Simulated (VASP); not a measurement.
Cost and result of VASP (PAW) for the lattice constant a of BaZrO3 (cubic perovskite). Static lattice. The cost counts the five points of the equation of state, each on the mesh and cut-off of its row, so the ratios hold those differences too. With PBEsol it took about 60 core-seconds. The timings are rough (shared machines, no repeats); factors under 2 mean little.

```json
[
 {"level": "PBEsol", "k-mesh": "5×5×5", "cut-off (eV)": "520", "lattice constant a (Å)": "4.192", "cost over PBEsol": "reference"},
 {"level": "SCAN", "k-mesh": "5×5×5", "cut-off (eV)": "520", "lattice constant a (Å)": "4.210", "cost over PBEsol": "about 6 times"},
 {"level": "r2SCAN", "k-mesh": "5×5×5", "cut-off (eV)": "520", "lattice constant a (Å)": "___", "cost over PBEsol": "___"}
]
```

**Question.** Fill in the missing entries.

**Answer.** 
- r2SCAN, lattice constant a (Å): 4.215
- r2SCAN, cost over PBEsol: about 7 times

Left out are levels that failed, ran on another kind of processor or have no fit band path; at most nine are shown.

The compound is BaZrO3 in the cubic perovskite structure.
